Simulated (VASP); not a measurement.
Consider the following.

```
Hf
1.0
    1.60046    -2.77208     0.00000
    1.60046     2.77208     0.00000
    0.00000     0.00000     5.05871
Hf
2
Direct
  0.33333   0.66667   0.25000
  0.66667   0.33333   0.75000
```

All values below come from PBE GGA, VASP's PBE PAW potentials (set 64) (plane waves; VASP 6.6.1). Settings: 500 eV cut-off, 13×13×7 Γ-centred mesh, first-order Methfessel-Paxton smearing of 0.10 eV, potentials Hf_pv.

Energy and stress use the plane-wave basis of the starting cell.

Q: The ions, cell shape and volume at an external pressure of 5.0 GPa are relaxed. Predict the relaxed structure.

A: 
```
Hf
1.0
    1.57770    -2.73266     0.00000
    1.57770     2.73266     0.00000
    0.00000     0.00000     4.98989
Hf
2
Direct
  0.33333   0.66667   0.25000
  0.66667   0.33333   0.75000
```
Space group P6_3/mmc (194), at a tolerance of 0.03 Å.

Q: How do energy and volume change from the first to the last step?

A: The energy (σ→0) changes by +14.3 meV/atom and the volume by -4.1 %, in 5 ionic steps.

The compound is Hf in the hcp structure. This run relaxes it under an external pressure of 5 GPa. Symmetry was kept, so distortions that lower it aren't found.
